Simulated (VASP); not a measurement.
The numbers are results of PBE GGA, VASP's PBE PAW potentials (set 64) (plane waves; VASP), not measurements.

Input for VASP

INCAR:
```
# general
SYSTEM   =  Hf
PREC     =  Accurate
ENCUT    =  480
LREAL    =  F
LASPH    =  T

# electronic loop
EDIFF    =  1E-7
NELM     =  100
ALGO     =  Normal
LMAXMIX  =  6

# smearing
ISMEAR   =  1
SIGMA    =  0.1

# functional
GGA      =  PE

# ions
ISIF     =  2

# output
LWAVE    =  F
LCHARG   =  F
```

POSCAR:
```
Hf
1.0
  1.6004587090  -2.7720757610   0.0000000000
  1.6004587090   2.7720757610   0.0000000000
  0.0000000000   0.0000000000   5.0587135159
Hf
2
Cart
  1.6004587090   0.9240271017   1.2646783790
  1.6004587090  -0.9240271017   3.7940351369
```

### KPOINTS
```
Automatic mesh
0
Gamma
12 12 8
0 0 0
```

POTCAR, in this order: Hf_pv (PBE.64 set). Program: vasp_std.

What VASP printed:

File OSZICAR:
```
       N       E                     dE             d eps       ncg     rms          rms(c)
DAV:   1     0.446617155494E+02    0.44662E+02   -0.11196E+04  2708   0.127E+03
DAV:   2    -0.187131566040E+02   -0.63375E+02   -0.62286E+02  3308   0.259E+02
DAV:   3    -0.205530794058E+02   -0.18399E+01   -0.18000E+01  3626   0.296E+01
DAV:   4    -0.205695609442E+02   -0.16482E-01   -0.16477E-01  3070   0.353E+00
DAV:   5    -0.205698208514E+02   -0.25991E-03   -0.25990E-03  3646   0.354E-01    0.655E+01
DAV:   6    -0.200415464593E+02    0.52827E+00   -0.51072E-01  2810   0.551E+00    0.386E+01
DAV:   7    -0.198579058405E+02    0.18364E+00   -0.84754E-01  2840   0.680E+00    0.195E+00
DAV:   8    -0.198482164273E+02    0.96894E-02   -0.54835E-02  2906   0.179E+00    0.296E-01
DAV:   9    -0.198483356465E+02   -0.11922E-03   -0.12039E-03  3668   0.278E-01    0.209E-01
DAV:  10    -0.198483216243E+02    0.14022E-04   -0.58563E-05  3018   0.617E-02    0.276E-01
DAV:  11    -0.198483248640E+02   -0.32396E-05   -0.70121E-06  3428   0.229E-02    0.178E-02
DAV:  12    -0.198483252665E+02   -0.40252E-06   -0.73088E-07  3166   0.669E-03    0.132E-02
DAV:  13    -0.198483250158E+02    0.25072E-06   -0.37137E-08  2074   0.168E-03    0.366E-03
DAV:  14    -0.198483249382E+02    0.77552E-07   -0.66741E-09  1870   0.784E-04
   1 F= -.19848325E+02 E0= -.19847921E+02  d E =-.121232E-02
```

OUTCAR:
```
------------------------ aborting loop because EDIFF is reached ----------------------------------------
  FORCE on cell =-STRESS in cart. coord.  units (eV):
  Direction    XX          YY          ZZ          XY          YZ          ZX
  --------------------------------------------------------------------------------------
  Total       -0.0092560     -0.0092560      0.0278505      0.0000000      0.0000000     -0.0000000
  in kB       -0.3303822     -0.3303822      0.9940844      0.0000000      0.0000000     -0.0000000
  external PRESSURE =       0.1111067 kB  Pullay stress =       0.0000000 kB
  volume of cell :       44.89
      direct lattice vectors                 reciprocal lattice vectors
     1.600458709 -2.772075761  0.000000000     0.312410434 -0.180370251  0.000000000
     1.600458709  2.772075761  0.000000000     0.312410434  0.180370251  0.000000000
     0.000000000  0.000000000  5.058713516     0.000000000  0.000000000  0.197678717
 POSITION                                       TOTAL-FORCE (eV/Angst)
 -----------------------------------------------------------------------------------
      1.60046      0.92403      1.26468        -0.000000      0.000000      0.000000
      1.60046     -0.92403      3.79404         0.000000     -0.000000      0.000000
 -----------------------------------------------------------------------------------
    total drift:                                0.000006      0.000183     -0.000016
  FREE ENERGIE OF THE ION-ELECTRON SYSTEM (eV)
  ---------------------------------------------------
  free  energy   TOTEN  =       -19.8483249382 eV

  energy  without entropy=      -19.8471126135  energy(sigma->0) =      -19.84792083
```
(Selected blocks of OUTCAR.)

The compound is Hf in the hcp structure. It was relaxed first.
